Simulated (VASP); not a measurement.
Here is the system:

```xyz
5
Lattice="2.2805 -3.9499 0.0000 2.2805 3.9499 0.0000 0.0000 0.0000 7.2167" Properties=species:S:1:pos:R:3 pbc="T T T"
Mg     0.0000     0.0000     0.0000
Mg     2.2805     1.3166     4.5715
Mg     2.2805    -1.3166     2.6452
Sb     2.2805     1.3166     1.6417
Sb     2.2805    -1.3166     5.5750
```

Calculation: SCAN meta-GGA, VASP's PBE PAW potentials (set 64) (plane waves; VASP). Numerical set-up: 520 eV cut-off, 6×6×4 Γ-centred mesh, tetrahedra with Blöchl corrections, potentials Mg Sb.

The cores are frozen, which limits the accuracy of field gradients.

Question: Give the principal components of the electric field gradient (V/Å²) and the asymmetry η at each nucleus.

Answer: 
```
atom    Vxx    Vyy   Vzz     η
----  -----  -----  ----  ----
Mg1    -0.6   -0.6   1.3  0.00
Mg2    -0.7   -0.7   1.4  0.00
Mg3    -0.7   -0.7   1.4  0.00
Sb4   -22.1  -22.1  44.3  0.00
Sb5   -22.1  -22.1  44.3  0.00
```

The compound is Mg3Sb2 in the a-la2o3 structure. It was relaxed first.
